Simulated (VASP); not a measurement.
Output of a VASP run:

**OSZICAR**
```
       N       E                     dE             d eps       ncg     rms          rms(c)
DAV:   1     0.483830538483E+02    0.48383E+02   -0.85670E+03  1008   0.127E+03
DAV:   2    -0.412332005389E+02   -0.89616E+02   -0.81908E+02  1388   0.240E+02
DAV:   3    -0.451168766006E+02   -0.38837E+01   -0.38467E+01  1260   0.511E+01
DAV:   4    -0.451657270554E+02   -0.48850E-01   -0.48706E-01  1252   0.639E+00
DAV:   5    -0.451668784646E+02   -0.11514E-02   -0.11504E-02  1256   0.919E-01    0.826E+00
DAV:   6    -0.412112849286E+02    0.39556E+01   -0.20448E+00  1176   0.107E+01    0.606E+00
DAV:   7    -0.376541018002E+02    0.35572E+01   -0.33905E-01  1148   0.651E+00    0.131E+00
DAV:   8    -0.391752202827E+02   -0.15211E+01   -0.11355E+00  1088   0.892E+00    0.135E+00
DAV:   9    -0.399803629883E+02   -0.80514E+00   -0.12493E-01  1164   0.325E+00    0.767E-01
DAV:  10    -0.398034802717E+02    0.17688E+00   -0.14339E-02  1096   0.138E+00    0.625E-01
DAV:  11    -0.392223034622E+02    0.58118E+00   -0.18707E-01  1068   0.451E+00    0.214E-01
DAV:  12    -0.394066845612E+02   -0.18438E+00   -0.27716E-02  1068   0.204E+00    0.160E-01
DAV:  13    -0.394066916659E+02   -0.71048E-05   -0.23808E-04  1292   0.142E-01    0.154E-01
DAV:  14    -0.394198911723E+02   -0.13200E-01   -0.83096E-04  1064   0.380E-01    0.220E-01
DAV:  15    -0.394370694418E+02   -0.17178E-01   -0.50631E-03  1028   0.905E-01    0.106E-01
DAV:  16    -0.394373021547E+02   -0.23271E-03   -0.12970E-04  1292   0.134E-01    0.107E-01
DAV:  17    -0.394373004488E+02    0.17059E-05   -0.13214E-06  1204   0.119E-02    0.107E-01
DAV:  18    -0.394372746220E+02    0.25827E-04   -0.16016E-05  1120   0.455E-02    0.939E-02
DAV:  19    -0.394373054190E+02   -0.30797E-04   -0.28811E-05  1056   0.719E-02    0.290E-02
DAV:  20    -0.394373196992E+02   -0.14280E-04   -0.16154E-05  1088   0.403E-02    0.136E-02
DAV:  21    -0.394373132049E+02    0.64943E-05   -0.16791E-06  1168   0.138E-02    0.134E-02
DAV:  22    -0.394373157679E+02   -0.25630E-05   -0.82300E-06  1244   0.237E-02    0.461E-03
DAV:  23    -0.394373192097E+02   -0.34418E-05   -0.22293E-06  1168   0.144E-02    0.452E-03
DAV:  24    -0.394373192854E+02   -0.75721E-07   -0.72345E-08   864   0.373E-03
   1 F= -.39437319E+02 E0= -.39437319E+02  d E =-.394373E+02
```

File OUTCAR:
```
------------------------ aborting loop because EDIFF is reached ----------------------------------------
  FORCE on cell =-STRESS in cart. coord.  units (eV):
  Direction    XX          YY          ZZ          XY          YZ          ZX
  --------------------------------------------------------------------------------------
  Total        0.0354288      0.0354288      0.0453617      0.0000000      0.0000000      0.0000000
  in kB        1.6331740      1.6331733      2.0910538      0.0000000      0.0000000      0.0000000
  external PRESSURE =       1.7858004 kB  Pullay stress =       0.0000000 kB
  volume of cell :       34.76
      direct lattice vectors                 reciprocal lattice vectors
     1.228458419 -2.127751905  0.000000000     0.407014183 -0.234989803  0.000000000
     1.228458419  2.127751905  0.000000000     0.407014183  0.234989803  0.000000000
     0.000000000  0.000000000  6.648492027     0.000000000  0.000000000  0.150410047
 POSITION                                       TOTAL-FORCE (eV/Angst)
 -----------------------------------------------------------------------------------
      0.00000      0.00000      1.66212        -0.000000      0.000000      0.000000
      0.00000      0.00000      4.98637        -0.000000     -0.000000     -0.000000
      1.22846      0.70925      1.66212         0.000000      0.000000      0.000000
      1.22846     -0.70925      4.98637         0.000000      0.000000      0.000000
 -----------------------------------------------------------------------------------
    total drift:                                0.000000     -0.000000      0.000000
  FREE ENERGIE OF THE ION-ELECTRON SYSTEM (eV)
  ---------------------------------------------------
  free  energy   TOTEN  =       -39.4373192854 eV

  energy  without entropy=      -39.4373192854  energy(sigma->0) =      -39.43731929

 reached required accuracy - stopping structural energy minimisation
```
(Selected blocks of OUTCAR.)

### POSCAR
```
C
1
    1.2284584185    -2.1277519046     0.0000000000
    1.2284584185     2.1277519046     0.0000000000
    0.0000000000     0.0000000000     6.6484920272
C
4
Direct
  0.0000000000   0.0000000000   0.2500000000
  0.0000000000   0.0000000000   0.7500000000
  0.3333330000   0.6666670000   0.2500000000
  0.6666670000   0.3333330000   0.7500000000
```

Question: Reconstruct the remaining input files.

Answer: This is not unique; one that fits is the input of the run itself, r2SCAN+rVV10, plane waves, VASP's PBE PAW potentials (set 64).

**INCAR**
```
SYSTEM = C
PREC = Accurate
ENCUT = 520
EDIFF = 1E-7
NELM = 100
ALGO = Normal
LREAL = .FALSE.
LASPH = .TRUE.
ISMEAR = 0
SIGMA = 0.05
METAGGA = R2SCAN
LUSE_VDW = .TRUE.
BPARAM = 11.95
CPARAM = 0.0093
LMIXTAU = .TRUE.
LWAVE = .FALSE.
LCHARG = .FALSE.
ISIF = 4
IBRION = 2
NSW = 30
EDIFFG = -0.01
```

File KPOINTS:
```
Automatic
0
Gamma
  10 10 4
```

POTCAR, in this order: C (PBE.64 set). Program: vasp_std.

The compound is C in the graphite structure. It was relaxed first.
